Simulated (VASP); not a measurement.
**GaGe: single point with PBEsol**

GaGe:

```
CELL_PARAMETERS angstrom
0.00000 3.04274 3.04274
3.04274 0.00000 3.04274
3.04274 3.04274 0.00000
ATOMIC_POSITIONS crystal
Ga 0.75000 0.75000 0.75000
Ge 0.00000 0.00000 0.00000
```

The cell comes from a database or a generator and needn't be the stable form of this composition.

The cell isn't the ideal one: strain +0.050 along x and y, +0.050 along z, atoms carried along.

```yaml
Program: VASP 6.6.1
Task: single point
Functional: PBEsol
Potentials_or_basis: VASP PAW PBE potentials, release 64 (Ga_d, Ge_d)
Cutoff: 520 eV
k_mesh: 14 × 14 × 14
Occupations: gaussian, width 0.15 eV
Spin: no spin polarisation
```

```json
{
 "Pressure": "-6.9 GPa",
 "Band gap on the k mesh": "none (metal or under the smearing width)"
}
```

Levels at points of the mesh, in eV from the Fermi level:
| k point | band 12 | band 13 | band 14 | band 15 | band 16 | band 17 |
| --- | --- | --- | --- | --- | --- | --- |
| (0.00, 0.00, 0.00) | 0.74 | 1.47 | 1.47 | 1.47 | 4.08 | 4.08 |
| (0.50, 0.00, 0.00) | -4.94 | 0.37 | 0.37 | 1.43 | 5.03 | 5.03 |
| (0.50, 0.50, 0.00) | -5.46 | -1.01 | -1.01 | 2.25 | 2.26 | 9.71 |

Run time: 49 s on 1 thread of AMD EPYC 9R45 96-Core Processor (Zen 5) (shared host), peak memory 0.23 GiB.

Caveat: the PAW data sets were made with another functional, which shifts forces and pressure a little.
